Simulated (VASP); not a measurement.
# Na5FeSO2 (P4/mmm) in VASP: single point with LDA+U

Aim: the single point of Na5FeSO2 with LDA+U.

All numbers are computed with VASP 6.6.1; they aren't measurements. Logs are shortened: lines on timing, memory, paths and dates and some standing lists are left out, and cuts for length are marked.

## (1) The crystal as given

The structure is tetragonal, space group P4/mmm (No. 123). The conventional cell has a = 4.625 Å, b = 4.625 Å, c = 8.103 Å, α = 90.00°, β = 90.00°, γ = 90.00°. Around Na (site symmetry 4/mmm) lie 2 O at 2.28 Å. Na (site symmetry 2mm) is surrounded by 2 O at 2.33 Å. S (site symmetry 4/mmm) has 12 Na at 3.04 to 3.27 Å as nearest neighbours. Fe (site symmetry 4/mmm) is surrounded by 2 O at 1.77 Å. O (site symmetry 4mm) is surrounded by 1 Fe at 1.77 Å.

The cell was built by a generator and needn't be a form met in nature.

## (2) Single point, LDA+U

Input file INCAR:

```
PREC = Accurate
ENCUT = 520
EDIFF = 1E-7
ISMEAR = 1
SIGMA = 0.1086
LREAL = F
LASPH = T
NELM = 150
ALGO = Normal
ISIF = 2
LWAVE = F
LCHARG = F
LMAXMIX = 4
LDAU = T
LDAUTYPE = 2
LDAUL = -1 -1 2 -1
LDAUU = 0 0 5 0
LDAUJ = 0 0 0 0
LDAUPRINT = 1
GGA = CA
NBANDS = 40
```

Input file KPOINTS:

```
Automatic mesh
0
Gamma
  4 4 3
```

Input file POSCAR:

```
Na5FeSO2
1.0
    4.6250247100      0.0000000000      0.0000000000
    0.0000000000      4.6250247100      0.0000000000
    0.0000000000      0.0000000000      8.1033751300
Na S Fe O
5 1 1 2
Direct
    0.0000000000      0.0000000000      0.5000000000
    0.0000000000      0.5000000000      0.2558000000
    0.5000000000      0.0000000000      0.2558000000
    0.0000000000      0.5000000000      0.7442000000
    0.5000000000      0.0000000000      0.7442000000
    0.5000000000      0.5000000000      0.5000000000
    0.0000000000      0.0000000000      0.0000000000
    0.0000000000      0.0000000000      0.2187000000
    0.0000000000      0.0000000000      0.7813000000
```

Potentials or basis: VASP PAW LDA potentials, release 64 (Na_pv, S, Fe, O).

The run is started by

```
> cat potpaw_LDA.64/Na_pv/POTCAR potpaw_LDA.64/S/POTCAR potpaw_LDA.64/Fe/POTCAR potpaw_LDA.64/O/POTCAR > POTCAR
> mpirun -np 1 vasp_std > vasp.out
```

OUTCAR:

```text
PREC = Accurate
   ENCUT = 520
   EDIFF = 1E-7
   ISMEAR = 1
   LREAL = F
   LASPH = T
   NELM = 150
   ISIF = 2
   GGA = CA

 ion  position               nearest neighbor table
   1  0.000  0.000  0.500-   8 2.28   9 2.28
   2  0.000  0.500  0.256-   8 2.33   8 2.33
   3  0.500  0.000  0.256-   8 2.33   8 2.33
   4  0.000  0.500  0.744-   9 2.33   9 2.33
   5  0.500  0.000  0.744-   9 2.33   9 2.33
   6  0.500  0.500  0.500-
   7  0.000  0.000  0.000-   8 1.77   9 1.77
   8  0.000  0.000  0.219-   7 1.77   1 2.28   3 2.33   2 2.33   2 2.33   3 2.33
   9  0.000  0.000  0.781-   7 1.77   1 2.28   5 2.33   4 2.33   4 2.33   5 2.33

  LATTYP: Found a simple tetragonal cell.
 ALAT       =     4.6250247100
 C/A-ratio  =     1.7520717484

  Lattice vectors:

 A1 = (   4.6250247100,   0.0000000000,   0.0000000000)
 A2 = (   0.0000000000,   4.6250247100,   0.0000000000)
 A3 = (   0.0000000000,   0.0000000000,   8.1033751300)

Analysis of symmetry for initial positions (statically):
=====================================================================
 Subroutine PRICEL returns:
 Original cell was already a primitive cell.

 Routine SETGRP: Setting up the symmetry group for a
 simple tetragonal supercell.

 Subroutine GETGRP returns: Found 16 space group operations
 (whereof 16 operations were pure point group operations)
 out of a pool of 16 trial point group operations.

The static configuration has the point symmetry D_4h.

Analysis of symmetry for dynamics (positions and initial velocities):
=====================================================================
 Subroutine PRICEL returns:
 Original cell was already a primitive cell.

 Routine SETGRP: Setting up the symmetry group for a
 simple tetragonal supercell.

 Subroutine GETGRP returns: Found 16 space group operations
 (whereof 16 operations were pure point group operations)
 out of a pool of 16 trial point group operations.

The dynamic configuration has the point symmetry D_4h.

 Subroutine INISYM returns: Found 16 space group operations
 (whereof 16 operations are pure point group operations),
 and found     1 'primitive' translations

----------------------------------------------------------------------------------------

                                     Primitive cell

  volume of cell :     173.3381

  direct lattice vectors                    reciprocal lattice vectors
     4.625024710  0.000000000  0.000000000     0.216215061  0.000000000  0.000000000
     0.000000000  4.625024710  0.000000000     0.000000000  0.216215061  0.000000000
     0.000000000  0.000000000  8.103375130     0.000000000  0.000000000  0.123405369

  length of vectors
     4.625024710  4.625024710  8.103375130     0.216215061  0.216215061  0.123405369

  position of ions in fractional coordinates (direct lattice)
     0.000000000  0.000000000  0.500000000
     0.000000000  0.500000000  0.255800000
     0.500000000  0.000000000  0.255800000
     0.000000000  0.500000000  0.744200000
     0.500000000  0.000000000  0.744200000
     0.500000000  0.500000000  0.500000000
     0.000000000  0.000000000  0.000000000
     0.000000000  0.000000000  0.218700000
     0.000000000  0.000000000  0.781300000

  ion indices of the primitive-cell ions
   primitive index   ion index
                 1           1
                 2           2
                 3           3
                 4           4
                 5           5
                 6           6
                 7           7
                 8           8
                 9           9
[... 53 lines left out ...]
   ISPIN  =      1    spin polarized calculation?
   LNONCOLLINEAR =      F non collinear calculations
   LSORBIT =      F    spin-orbit coupling
   LASPH  =      T    aspherical Exc in radial PAW
   ENCUT  =  520.0 eV  38.22 Ry    6.18 a.u.   8.60  8.60 15.07*2*pi/ulx,y,z
   NELM   =    150;   NELMIN=  2; NELMDL= -5     # of ELM steps
   EDIFF  = 0.1E-06   stopping-criterion for ELM
   LREAL  =      F    real-space projection
   EDIFFG = 0.1E-05   stopping-criterion for IOM
   NSW    =      0    number of steps for IOM
   IBRION =     -1    ionic relax: 0-MD 1-quasi-New 2-CG
   NFREE  =      0    steps in history (QN), initial steepest desc. (CG)
   ISIF   =      2    stress and relaxation
   ISYM   =      2    0-nonsym 1-usesym 2-fastsym
   POTIM  = 0.5000    time-step for ionic-motion
   TEBEG  =    0.0;   TEEND  =   0.0 temperature during run
   PSTRESS=    0.0 pullay stress
   NELECT =      61.0000    total number of electrons
   NUPDOWN=      -1.0000    fix difference up-down
   EMIN   =  10.00;   EMAX   =-10.00  energy-range for DOS
   EFERMI =   0.00;   METHOD = LEGACY
   ISMEAR =     1;   SIGMA  =   0.11  broadening in eV -4-tet -1-fermi 0-gaus
   EFERMI_NEDOS =   21; number of points for ismear=-14 and -15
   IALGO  =     38    algorithm
   IMIX   =      4    mixing-type and parameters
     AMIX     =   0.40;   BMIX     =  1.00
     AMIX_MAG =   1.60;   BMIX_MAG =  1.00
  volume/ion in A,a.u.               =      19.26       129.97
  Fermi-wavevector in a.u.,A,eV,Ry     =   1.155811  2.184166 18.176005  1.335899
  Thomas-Fermi vector in A             =   2.292436
   LORBIT       =      0    0 simple, 1 ext, 2 COOP (PROOUT), +10 PAW based schemes
 LDA+U is selected, type is set to LDAUTYPE =  2
   angular momentum for each species LDAUL =    -1   -1    2   -1
   U (eV)           for each species LDAUU =   0.0  0.0  5.0  0.0
   J (eV)           for each species LDAUJ =   0.0  0.0  0.0  0.0
   GGA     = CA    functional components
   LHFCALC =     F    Hartree Fock is set to
   AEXX    =    0.0000 exact exchange contribution
   IVDW    =     0    specifies the selected vdW correction
   LEPSILON=     F    determine dielectric tensor
   LRPA    =     F    only Hartree local field effects (RPA)
 non-spin polarized calculation
 Methfessel and Paxton  Order N= 1 SIGMA  =   0.11
  energy-cutoff  :      520.00
  volume of cell :      173.34
 maximum number of plane-waves:      4711
 NGX is ok and might be reduce to    36
   NGX = 17   NGY = 17   NGZ = 31

atom =   7  type =  3  l = 2

 onsite density matrix

spin component  1

  0.9111  0.0000 -0.0000  0.0000  0.0000
  0.0000  0.3354 -0.0000 -0.0000  0.0000
 -0.0000 -0.0000  0.7511 -0.0000  0.0000
  0.0000 -0.0000 -0.0000  0.3354 -0.0000
  0.0000  0.0000  0.0000 -0.0000  0.9148

spin component  2

  0.9111  0.0000 -0.0000  0.0000  0.0000
  0.0000  0.3354 -0.0000 -0.0000  0.0000
 -0.0000 -0.0000  0.7511 -0.0000  0.0000
  0.0000 -0.0000 -0.0000  0.3354 -0.0000
  0.0000  0.0000  0.0000 -0.0000  0.9148

 occupancies and eigenvectors

  o =  0.3354  v =  0.0000 -0.0246 -0.0000  0.9997  0.0000  0.0000  0.0000  0.0000  0.0000  0.0000      0.0000  0.0000  0.0000  0.0000  0.0000  0.0000  0.0000  0.0000  0.0000  0.0000
  o =  0.3354  v =  0.0000  0.0000  0.0000  0.0000  0.0000  0.0000 -0.0246 -0.0000  0.9997  0.0000      0.0000  0.0000  0.0000  0.0000  0.0000  0.0000  0.0000  0.0000  0.0000  0.0000
  o =  0.3354  v =  0.0000  0.0000  0.0000  0.0000  0.0000  0.0000 -0.9997 -0.0000 -0.0246 -0.0000      0.0000  0.0000  0.0000  0.0000  0.0000  0.0000  0.0000  0.0000  0.0000  0.0000
  o =  0.3354  v =  0.0000 -0.9997 -0.0000 -0.0246 -0.0000  0.0000  0.0000  0.0000  0.0000  0.0000      0.0000  0.0000  0.0000  0.0000  0.0000  0.0000  0.0000  0.0000  0.0000  0.0000
  o =  0.7511  v =  0.0000  0.0000 -1.0000 -0.0000 -0.0000  0.0000  0.0000  0.0000  0.0000  0.0000      0.0000  0.0000  0.0000  0.0000  0.0000  0.0000  0.0000  0.0000  0.0000  0.0000
  o =  0.7511  v =  0.0000  0.0000  0.0000  0.0000  0.0000  0.0000  0.0000 -1.0000 -0.0000 -0.0000      0.0000  0.0000  0.0000  0.0000  0.0000  0.0000  0.0000  0.0000  0.0000  0.0000
  o =  0.9111  v =  1.0000  0.0000  0.0000  0.0000  0.0000  0.0000  0.0000  0.0000  0.0000  0.0000      0.0000  0.0000  0.0000  0.0000  0.0000  0.0000  0.0000  0.0000  0.0000  0.0000
  o =  0.9111  v =  0.0000  0.0000  0.0000  0.0000  0.0000  1.0000  0.0000  0.0000  0.0000  0.0000      0.0000  0.0000  0.0000  0.0000  0.0000  0.0000  0.0000  0.0000  0.0000  0.0000
  o =  0.9148  v =  0.0000  0.0000  0.0000  0.0000  0.0000  0.0000 -0.0000  0.0000  0.0000 -1.0000      0.0000  0.0000  0.0000  0.0000  0.0000  0.0000  0.0000  0.0000  0.0000  0.0000
  o =  0.9148  v =  0.0000 -0.0000  0.0000  0.0000 -1.0000  0.0000  0.0000  0.0000  0.0000  0.0000      0.0000  0.0000  0.0000  0.0000  0.0000  0.0000  0.0000  0.0000  0.0000  0.0000

 number of electron      61.0000022 magnetization

 Free energy of the ion-electron system (eV)
  ---------------------------------------------------
  ext. energy  EPLUGINS =         0.00000000
  ---------------------------------------------------
  free energy    TOTEN  =       -36.49844350 eV

  energy without entropy =      -36.46618333  energy(sigma->0) =      -36.48769011

 E-fermi :   2.5857     XC(G=0):  -8.6606

 val. band max:        2.5785579077   @ k =   0.5000   0.5000   0.0000
 cond. band min:       2.6079275828   @ k =   0.2500   0.2500   0.3333
 fundamental gap:      0.0293696751
 Fermi energy:         2.5856555306

 k-point     1 :       0.0000    0.0000    0.0000
  band No.  band energies     occupation
      1     -22.6342      2.00000
      2     -22.6342      2.00000
      3     -22.5740      2.00000
      4     -22.3788      2.00000
      5     -22.3788      2.00000
      6     -22.3762      2.00000
[... 505 lines left out ...]
     39       6.6505      0.00000
     40       7.1889      0.00000

------------------------ aborting loop because EDIFF is reached ----------------------------------------

  FORCE on cell =-STRESS in cart. coord.  units (eV):
  Direction    XX          YY          ZZ          XY          YZ          ZX
  --------------------------------------------------------------------------------------
  -------------------------------------------------------------------------------------
  Total       -2.9806640     -2.9806640     -8.1636201      0.0000000      0.0000000     -0.0000000
  in kB      -27.5505035    -27.5505035    -75.4569613      0.0000000      0.0000000     -0.0000000
  external PRESSURE =     -43.5193228 kB  Pullay stress =       0.0000000 kB

 VOLUME and BASIS-vectors are now :
 -----------------------------------------------------------------------------
  energy-cutoff  :      520.00
  volume of cell :      173.34
      direct lattice vectors                 reciprocal lattice vectors
     4.625024710  0.000000000  0.000000000     0.216215061  0.000000000  0.000000000
     0.000000000  4.625024710  0.000000000     0.000000000  0.216215061  0.000000000
     0.000000000  0.000000000  8.103375130     0.000000000  0.000000000  0.123405369

 POSITION                                       TOTAL-FORCE (eV/Angst)
 -----------------------------------------------------------------------------------
      0.00000      0.00000      4.05169         0.000000     -0.000000      0.000000
      0.00000      2.31251      2.07284        -0.000000     -0.000000     -0.084666
      2.31251      0.00000      2.07284         0.000000      0.000000     -0.084666
      0.00000      2.31251      6.03053         0.000000     -0.000000      0.084666
      2.31251      0.00000      6.03053         0.000000     -0.000000      0.084666
      2.31251      2.31251      4.05169         0.000000     -0.000000      0.000000
      0.00000      0.00000      0.00000         0.000000     -0.000000      0.000000
      0.00000      0.00000      1.77221         0.000000     -0.000000     -1.199480
      0.00000      0.00000      6.33117        -0.000000     -0.000000      1.199480
 -----------------------------------------------------------------------------------
    total drift:                                0.000000     -0.000000     -0.000000

  FREE ENERGIE OF THE ION-ELECTRON SYSTEM (eV)
  ---------------------------------------------------
  free  energy   TOTEN  =       -36.4984434963 eV

  energy  without entropy=      -36.4661833259  energy(sigma->0) =      -36.48769011
```

Wall time 71 s (1 thread of Intel Xeon Platinum 8488C (Sapphire Rapids), shared host); peak memory 0.25 GiB.

Results:

```
Free energy            : -36.4984 eV
Pressure               : -4.4 GPa
Largest force          : 1.199 eV/Å
Band gap on the k mesh : none (metal or under the smearing width)
```

Forces on the atoms (eV/Å):
```
Na   0.000  0.000  0.000
Na   0.000  0.000 -0.085
Na   0.000  0.000 -0.085
Na   0.000  0.000  0.085
Na   0.000  0.000  0.085
S    0.000  0.000  0.000
Fe   0.000  0.000  0.000
O    0.000  0.000 -1.199
O    0.000  0.000  1.199
```

Levels at points of the mesh, in eV from the Fermi level:
```csv
k point,band 26,band 27,band 28,band 29,band 30,band 31,band 32,band 33,band 34,band 35
"(0.00, 0.00, 0.00)",-3.26,-2.92,-2.92,-2.35,-2.11,-0.25,0.06,0.06,1.87,2.42
"(0.50, 0.00, 0.00)",-3.30,-2.92,-2.58,-2.17,-2.03,0.05,0.07,0.13,2.05,2.20
"(0.50, 0.50, 0.00)",-3.60,-3.31,-2.33,-2.09,-1.84,-0.01,-0.01,1.40,1.65,1.65
```

Eigenvalues of the final occupation matrices:
```csv
site,spin,trace,eigenvalues
site 7 d,1,3.25,0.34 0.34 0.75 0.91 0.91
site 7 d,2,3.25,0.34 0.34 0.75 0.91 0.91
```

Caveat: an odd number of electrons without spin polarisation forces a metal; a magnetic or distorted state may lie lower; the run has no spin polarisation, though such a crystal can be magnetic; U without spin polarisation on a metal has little footing.
